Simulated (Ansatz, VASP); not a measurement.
# One structure in several programs: SrVO₃ (Pm-3m, 5 atoms in the cell)

Self-consistent single point.

```
CELL_PARAMETERS angstrom
      3.78432     0.00000     0.00000
      0.00000     3.78432     0.00000
      0.00000     0.00000     3.78432
ATOMIC_POSITIONS crystal
  Sr 0.00000 0.00000 0.00000
  V  0.50000 0.50000 0.50000
  O  0.50000 0.00000 0.50000
  O  0.00000 0.50000 0.50000
  O  0.50000 0.50000 0.00000
```

Shared settings, as Ansatz (a program for electronic structure) writes them: kpoints.mp_grid.grid = 9 9 9; magnetization.spin_orbit = true; scf.occupations.method = fermi_dirac; scf.occupations.width = 0.1 eV. Potentials and cutoffs stand in the table.

| code | model | pressure (GPa) | cutoff |
|---|---|---|---|
| Ansatz | PBE with spin-orbit coupling, default PAW files | 11.36 | 420 eV |
| VASP | PBE, spin-orbit coupling, VASP's PBE PAW potentials (set 64) | 7.36 | 400 eV |

The spread over the programs that give each value: pressure within 4.00 GPa.

Ansatz's pressure is given at a fixed set of plane waves, as the other plane-wave codes print theirs; with its correction for the finite basis it is 12.05 GPa (the shift of 0.69 GPa shows how far the cutoff is from converged).

VASP's run is marked for a possible Pulay error in its stress at this cutoff; no cutoff test was made.

The starting cell has typed, rounded lattice constants, without a prior relaxation at this level. Its lattice was rescaled by a random factor within 2.5 % of one.

Left out of this page: SIESTA (not drawn, or without a comparable value).

Keys are those of Ansatz 0.2.
